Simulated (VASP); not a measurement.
Consider the following.

```
Au
1.0
    0.00000     2.04000     2.04000
    2.04000     0.00000     2.04000
    2.04000     2.04000     0.00000
Au
1
Direct
  0.00000   0.00000   0.00000
```

The numbers are results of r2SCAN meta-GGA, VASP's PBE PAW potentials (set 64) (plane waves; VASP 6.6.1), not measurements. Run with 480 eV cut-off, 14×14×14 Γ-centred mesh, first-order Methfessel-Paxton smearing of 0.10 eV, potentials Au.

Energy and stress use the plane-wave basis of the starting cell.

Task: The ions, cell shape and volume are relaxed. What does this cell relax into?

Result: 
```
Au
1.0
    0.00000     2.06341     2.06341
    2.06341     0.00000     2.06341
    2.06341     2.06341     0.00000
Au
1
Direct
  0.00000   0.00000   0.00000
```
Space group Fm-3m (225), at a tolerance of 0.03 Å.

Task: How do energy and volume change from the first to the last step?

Result: The energy (σ→0) changes by -9.9 meV/atom and the volume by +3.5 %, in 3 ionic steps.

```
step  E(σ→0) (eV)  max force (eV/Å)  pressure (GPa)  volume (Å³)
----  -----------  ----------------  --------------  -----------
1        -50.5827             0.000            5.71        16.98
2        -50.5711             0.000           -6.71        18.51
3        -50.5926             0.000           -0.04        17.57
```

The compound is Au in the fcc structure. This run relaxes it. Symmetry was kept, so distortions that lower it aren't found.
